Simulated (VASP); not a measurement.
Here is the system:

```
CELL_PARAMETERS angstrom
      3.00632     0.00000     0.00000
      0.00000     3.00632     0.00000
      0.00000     0.00000     3.00632
ATOMIC_POSITIONS crystal
  Al 0.50000 0.50000 0.50000
  Ru 0.00000 0.00000 0.00000
```

Method: PW91 GGA, VASP's PBE PAW potentials (set 64) (plane waves; VASP). Settings: 520 eV cut-off, Gaussian smearing of 0.050 eV, potentials Al Ru_pv.

Give the energies of bands 4 to 11 at the high-symmetry points, in eV from the Fermi level.

| band | Γ | X | M | R |
|---|---|---|---|---|
| 4 | -9.53 | -5.72 | -5.93 | -4.52 |
| 5 | -3.46 | -5.40 | -2.97 | -4.52 |
| 6 | -3.46 | -2.68 | -1.30 | -4.52 |
| 7 | 0.19 | -1.56 | -1.30 | 1.61 |
| 8 | 0.19 | -1.56 | -1.12 | 1.61 |
| 9 | 0.19 | 0.43 | -1.12 | 2.50 |
| 10 | 6.03 | 2.26 | 1.52 | 4.16 |
| 11 | 6.03 | 7.52 | 5.25 | 4.16 |

It has no gap at this level: it comes out as a metal or semimetal.

The compound is RuAl in the CsCl type structure. It was relaxed first. The electron count is odd and the run is not spin-polarised, which forces a metal.
